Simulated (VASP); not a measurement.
Output of a VASP run:

OSZICAR:
```
       N       E                     dE             d eps       ncg     rms          rms(c)
DAV:   1    -0.338629317778E+03   -0.33863E+03   -0.15470E-05   800   0.783E-03    0.445E-03
RMM:   2    -0.338629317123E+03    0.65473E-06   -0.32650E-06   482   0.295E-03    0.312E-03
RMM:   3    -0.338629317315E+03   -0.19155E-06   -0.10044E-06   419   0.184E-03    0.193E-03
RMM:   4    -0.338629317390E+03   -0.74946E-07   -0.49720E-07   389   0.108E-03
   1 F= -.33862932E+03 E0= -.33861178E+03  d E =-.350716E-01  mag=     2.0000
```

OUTCAR:
```
------------------------ aborting loop because EDIFF is reached ----------------------------------------
  FORCE on cell =-STRESS in cart. coord.  units (eV):
  Direction    XX          YY          ZZ          XY          YZ          ZX
  --------------------------------------------------------------------------------------
  Total      -12.0056793    -13.0634721    -12.1895597     -4.2146908      3.3809373     -2.8604560
  in kB      -14.7025879    -15.9979992    -14.9277745     -5.1614624      4.1404178     -3.5030176
  external PRESSURE =     -15.2094539 kB  Pullay stress =       0.0000000 kB
  volume of cell :     1308.29
      direct lattice vectors                 reciprocal lattice vectors
    10.937074700  0.000000000  0.000000000     0.091432127  0.000000000  0.000000000
     0.000000000 10.937074700  0.000000000     0.000000000  0.091432127  0.000000000
     0.000000000  0.000000000 10.937074700     0.000000000  0.000000000  0.091432127
 POSITION                                       TOTAL-FORCE (eV/Angst)
 -----------------------------------------------------------------------------------
      5.47194     10.92304     10.92353         0.004636      0.004398      0.005824
      6.84106      1.36055      1.35747         0.002807     -0.000383     -0.003336
      8.20451      2.71880     10.92290         0.006002     -0.004885     -0.005166
      9.58047      4.08511      1.36135         0.000249     -0.007429     -0.005438
      8.20244     10.93227      2.73039         0.004155     -0.005540     -0.004362
      9.58203      1.36436      4.09667         0.001607      0.002956     -0.002337
      0.00280     10.93000     10.93159        -0.015582      0.004570      0.014069
      1.38130      1.36104      1.36019         0.026240     -0.003892     -0.001320
      2.74385      2.73503     10.93378         0.000253     -0.003759     -0.002741
      4.11195      4.09851      1.37734        -0.001833      0.012882     -0.005534
      5.46653      5.45518     10.92900        -0.006046      0.000981     -0.011423
      6.82164      6.79554      1.40141        -0.002666     -0.007185      0.002066
      8.20532      8.18237      0.01006        -0.000096     -0.000417      0.011261
      9.57041      9.56685      1.37146        -0.003690     -0.020060      0.004967
      2.75176      0.00467      2.73738        -0.001583     -0.004199     -0.003568
      4.13016      1.39592      4.10011         0.009492      0.000030      0.005616
      5.49543      2.73674      2.70752        -0.000963      0.003515     -0.001649
      8.23237      5.44055      2.71782         0.004479     -0.013927      0.015064
      9.54576      6.80420      4.11748         0.004617     -0.006227     -0.001699
      5.47761     10.93631      5.45305        -0.006328     -0.004511      0.000976
      6.83508      1.40493      6.79690        -0.000009      0.005817     -0.002424
      8.23900      2.74231      5.44049         0.001128      0.015078     -0.013654
      9.56286      4.10206      6.82619         0.000742      0.011264     -0.004306
      8.20123      0.00793      8.18106        -0.001284      0.012774      0.000507
      9.57613      1.36507      9.56087         0.006293      0.000679     -0.015419
      0.01268      5.47576     10.92417        -0.010827     -0.004629      0.003554
      1.38848      6.82622      1.39149         0.000326     -0.008056      0.001221
      2.73594      8.20492      0.01004         0.001760     -0.000494      0.009803
      4.11916      9.55555      1.39236         0.002460      0.001154     -0.001520
      0.01547      2.71653      2.72391         0.013209     -0.007647     -0.004286
      1.37892      4.10493      4.10151         0.005877     -0.002008     -0.002818
      2.78226      5.46831      2.77774        -0.005824      0.004376      0.008418
      4.21533      6.72219      4.25218         0.001061     -0.007596     -0.009439
      5.46211      8.14908      2.78300        -0.006218     -0.002447      0.011590
      6.84410      9.56359      4.09984        -0.004792      0.000218      0.002878
      0.01294     10.92279      5.46830        -0.005812      0.009057      0.000985
      1.38871      1.39012      6.82377         0.002572     -0.001033     -0.010915
      2.78378      2.77673      5.46888        -0.006665      0.010204      0.006921
      4.21229      4.25265      6.72777         0.002709      0.000384     -0.001649
      6.68846      6.72105      6.72471         0.010668     -0.009449     -0.004069
      8.15054      8.14969      5.47328        -0.011985      0.004247      0.007181
      9.54688      9.55553      6.82082        -0.003437      0.005375     -0.007414
      2.73674      0.01011      8.20162        -0.000254      0.009635     -0.004345
      4.11863      1.39067      9.55256         0.007801      0.001640     -0.001866
      5.46550      2.77813      8.14891        -0.007384      0.006694      0.005160
      6.84314      4.10433      9.56229        -0.003084      0.000416     -0.006842
      8.15589      5.46924      8.15306        -0.011511      0.003482      0.001071
      9.54826      6.82550      9.55266        -0.002668     -0.007086      0.009866
     10.92964      8.18465      2.73183        -0.004717      0.004114      0.003434
      1.38190      9.55010      4.10090        -0.001524     -0.001218     -0.001966
      0.00973      5.46086      5.47016         0.015484      0.002013      0.007228
      1.36907      6.84907      6.84265        -0.007397      0.003947     -0.002642
      2.75774      8.18630      5.47539         0.003030      0.003415      0.009265
      4.10504      9.58250      6.83974         0.005309      0.006531     -0.005017
      0.00294      2.73354      8.19365        -0.004040     -0.009478      0.002931
      1.38180      4.09785      9.55589        -0.003925     -0.000228      0.000661
...
```
(Selected blocks of OUTCAR.)

File POSCAR:
```
BSi62
1
   10.9370747004     0.0000000000     0.0000000000
    0.0000000000    10.9370747004     0.0000000000
    0.0000000000     0.0000000000    10.9370747004
Si B
62 1
Direct
  0.5003110296   0.9987166689   0.9987619340
  0.6254925009   0.1243981793   0.1241161183
  0.7501557562   0.2485859249   0.9987042456
  0.8759629689   0.3735105615   0.1244714127
  0.7499663952   0.9995603148   0.2496457328
  0.8761057896   0.1247461186   0.3745670022
  0.0002556488   0.9993529489   0.9994985751
  0.1262949078   0.1244426092   0.1243650529
  0.2508759093   0.2500691759   0.9996989917
  0.3759647710   0.3747354739   0.1259331365
  0.4998167926   0.4987784682   0.9992619428
  0.6237167230   0.6213305596   0.1281342560
  0.7502295959   0.7481314159   0.0009201761
  0.8750430044   0.8747175263   0.1253955043
  0.2515991397   0.0004274386   0.2502841453
  0.3776297435   0.1276319914   0.3748820450
  0.5024585797   0.2502261488   0.2475543137
  0.7527030539   0.4974410848   0.2484963987
  0.8727892769   0.6221225299   0.3764701920
  0.5008291918   0.9999298423   0.4985836808
  0.6249461101   0.1284560033   0.6214547014
  0.7533094679   0.2507352596   0.4974353712
  0.8743523440   0.3750602631   0.6241333160
  0.7498562356   0.0007246603   0.7480118470
  0.8755657000   0.1248112503   0.8741704477
  0.0011593910   0.5006608074   0.9988204760
  0.1269516919   0.6241360408   0.1272269644
  0.2501526740   0.7501935078   0.0009177340
  0.3766237373   0.8736841699   0.1273063513
  0.0014142836   0.2483781199   0.2490532918
  0.1260772727   0.3753228278   0.3750096285
  0.2543879622   0.4999794770   0.2539746344
  0.3854168630   0.6146245791   0.3887861691
  0.4994120822   0.7450876214   0.2544560357
  0.6257704004   0.8744191020   0.3748569612
  0.0011833547   0.9986941663   0.4999784349
  0.1269730325   0.1271020669   0.6239116703
  0.2545273059   0.2538820476   0.5000309554
  0.3851385843   0.3888286762   0.6151341903
  0.6115401593   0.6145202743   0.6148545826
  0.7452208657   0.7451431232   0.5004333288
  0.8728915997   0.8736824811   0.6236422246
  0.2502256933   0.0009241642   0.7498915977
  0.3765750436   0.1271521767   0.8734109485
  0.4997224536   0.2540107711   0.7450724668
  0.6256824300   0.3752675383   0.8743008908
  0.7457107840   0.5000641176   0.7454514231
  0.8730181750   0.6240699931   0.8734196843
  0.9993204145   0.7483397648   0.2497766254
  0.1263498281   0.8731855504   0.3749539942
  0.0008899315   0.4992984661   0.5001484367
  0.1251772414   0.6262251445   0.6256381766
  0.2521456374   0.7484912713   0.5006263285
  0.3753320854   0.8761485365   0.6253723313
  0.0002689021   0.2499331461   0.7491624125
  0.1263405264   0.3746750404   0.8737157752
  0.2515533883   0.5012326498   0.7485650814
  0.3750478208   0.6261172700   0.8754972232
  0.4996473981   0.7482602313   0.7478893704
  0.6250035706   0.8732124635   0.8736318400
  0.9989666174   0.7502622637   0.7498425234
  0.1252196958   0.8752798535   0.8750790123
  0.4725604663   0.5274360801   0.5275456845
```

**Question.** Write an INCAR and KPOINTS that could have produced this output.

**Answer.** Several could match; the one computed here: the input of the run itself, PBE GGA, plane waves, VASP's PBE PAW potentials (set 64).

File KPOINTS:
```
K-points
0
gamma
1 1 1
0 0 0
```

INCAR:
```
! general
SYSTEM    =BSi62
PREC      =Normal
ENCUT     =400
LREAL     =Auto
LASPH     =.True.   ! aspherical one-centre terms
ISYM      =0
NELECT    =250.0

! electronic loop
EDIFF     =1E-6
NELM      =100   ! most electronic steps
NELMIN    =4
ALGO      =Fast   ! Davidson, then RMM-DIIS

! smearing
ISMEAR    =0   ! Gaussian
SIGMA     =0.05   ! width (eV)

! functional
GGA       =PE

! spin
ISPIN     =2
MAGMOM    =63*0.0317
NUPDOWN   =2

! output
LWAVE     =.True.
LCHARG    =.False.
LORBIT    =11

! other
LHYPERFINE=.True.
```

POTCAR, in this order: Si B (PBE.64 set). Program: vasp_gam. Read from the step before: WAVECAR.

At this cut-off the stress carries a Pulay error, which pulls relaxed volumes low. The cell is charged, with a uniform compensating background.  The supercell is sampled at Γ alone, which is coarse: total energies, pressure and levels can be off, energies of defects by several tenths of an eV.

The cell is a supercell with a defect, built from Si (diamond): B_Si-vac_Si, charge +1.
